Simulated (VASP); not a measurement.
Here is a VASP 6.6.1 calculation.

Contents of INCAR:

```
SYSTEM = Si3Ge
PREC = Accurate
ENCUT = 520
EDIFF = 1E-6
ISMEAR = 0
SIGMA = 0.1
LREAL = .FALSE.
LASPH = .TRUE.
NELM = 120
ALGO = Normal
ISIF = 3
LWAVE = .FALSE.
LCHARG = .FALSE.
GGA = PE
IBRION = 2
NSW = 90
EDIFFG = -0.01
KPAR = 4
```

The input KPOINTS:

```
regular mesh
0
G
  6 6 6
  0 0 0
```

The input POSCAR:

```
Si3Ge
1.0
    3.9120470300      2.2586214100      3.1930000200
   -3.9120470300      2.2586214100      3.1930000200
    0.0000000000     -4.5172428200      3.1930000200
Si Ge
6 2
Direct
    0.6221728900      0.1281040500      0.6221728900
    0.3778271100      0.3778271100      0.8718959500
    0.8718959500      0.3778271100      0.3778271100
    0.3778271100      0.8718959500      0.3778271100
    0.1281040500      0.6221728900      0.6221728900
    0.6221728900      0.6221728900      0.1281040500
    0.8718271500      0.8718271500      0.8718271500
    0.1281728500      0.1281728500      0.1281728500
```

Potentials or basis: VASP PAW PBE potentials, release 64 (Si, Ge_d).

The run is started by

```bash
$ cat potpaw_PBE.64/Si/POTCAR potpaw_PBE.64/Ge_d/POTCAR > POTCAR
$ mpirun -np 4 vasp_std > vasp.out
```

Question: Predict the relaxed cell.

Answer: a = 5.531 Å, b = 5.531 Å, c = 5.531 Å, α = 90.03°, β = 90.03°, γ = 90.03°.

Question: What does it give for the relaxed volume?

Answer: 21.15 Å³/atom.

Question: What does it give for the space group after relaxing (to 0.05 Å)?

Answer: R-3m (No. 166).

Question: What does it give for the band gap on the k mesh?

Answer: 0.44 eV, direct.

Final structure:
```yaml
crystal:
  lattice:
    - [3.91236, 2.25880, 3.19165]
    - [-3.91236, 2.25880, 3.19165]
    - [0.00000, -4.51761, 3.19165]
  atoms:
    - { symbol: Si, position: [0.62209, 0.12802, 0.62209] }
    - { symbol: Si, position: [0.37791, 0.37791, 0.87198] }
    - { symbol: Si, position: [0.87198, 0.37791, 0.37791] }
    - { symbol: Si, position: [0.37791, 0.87198, 0.37791] }
    - { symbol: Si, position: [0.12802, 0.62209, 0.62209] }
    - { symbol: Si, position: [0.62209, 0.62209, 0.12802] }
    - { symbol: Ge, position: [0.87184, 0.87184, 0.87184] }
    - { symbol: Ge, position: [0.12816, 0.12816, 0.12816] }
```

A k mesh can miss the band edges.
